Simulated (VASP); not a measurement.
These are PBEsol GGA, VASP's PBE PAW potentials (set 64) (plane waves; VASP) values and carry that method's errors.

Input for VASP

INCAR:
```
SYSTEM = LiMgBN2
PREC = Accurate
ENCUT = 520
EDIFF = 1E-7
NELM = 100
ALGO = Normal
LREAL = .FALSE.
LASPH = .TRUE.
ISMEAR = 0
SIGMA = 0.05
GGA = PS
LWAVE = .FALSE.
LCHARG = .FALSE.
LORBIT = 11
ICHARG = 11
```

### KPOINTS
```
k-points along high-symmetry lines
10
Line-mode
Reciprocal
  0.000000   0.000000   0.000000 ! GAMMA
  0.000000   0.000000   0.500000 ! X

  0.000000   0.000000   0.500000 ! X
  0.250000   0.250000   0.250000 ! P

  0.250000   0.250000   0.250000 ! P
  0.000000   0.500000   0.000000 ! N

  0.000000   0.500000   0.000000 ! N
  0.000000   0.000000   0.000000 ! GAMMA

  0.000000   0.000000   0.000000 ! GAMMA
  0.500000   0.500000  -0.500000 ! M

  0.500000   0.500000  -0.500000 ! M
  0.296174   0.703826  -0.296174 ! S

 -0.296174   0.296174   0.296174 ! S_0
  0.000000   0.000000   0.000000 ! GAMMA

  0.000000   0.000000   0.500000 ! X
 -0.092348   0.092348   0.500000 ! R

  0.500000   0.500000  -0.092348 ! G
  0.500000   0.500000  -0.500000 ! M
```

### POSCAR
```
LiMgBN2
1.0
 -1.8892809843   1.8892809843   4.4183144527
  1.8892809843  -1.8892809843   4.4183144527
  1.8892809843   1.8892809843  -4.4183144527
Li Mg B N
1 1 1 2
Cart
  1.8892809843   0.0000000000   2.2091572263
  0.0000000000   1.8892809843   2.2091572263
  0.0000000000   0.0000000000   4.4183144527
  1.8892809843   1.8892809843   1.3427952684
  1.8892809843   1.8892809843  -1.3427952684
```

POTCAR, in this order: Li_sv Mg B N (PBE.64 set). Program: vasp_std. Read from the step before: CHGCAR.

What will the output report for the number of irreducible k-points (NKPTS), number of bands (NBANDS), largest plane-wave count, number of space-group operations, FFT grid (NGX, NGY, NGZ)?

```yaml
number of irreducible k-points (NKPTS): 90
number of bands (NBANDS): 13
largest_plane_wave_count: 1724
number_of_space_group_operations: 8
FFT grid (NGX, NGY, NGZ): 40 × 40 × 40
```

The structure comes from a computed database's LiMgBN2 entry (I-4m2); how it stands against other phases isn't given here. It was relaxed first.
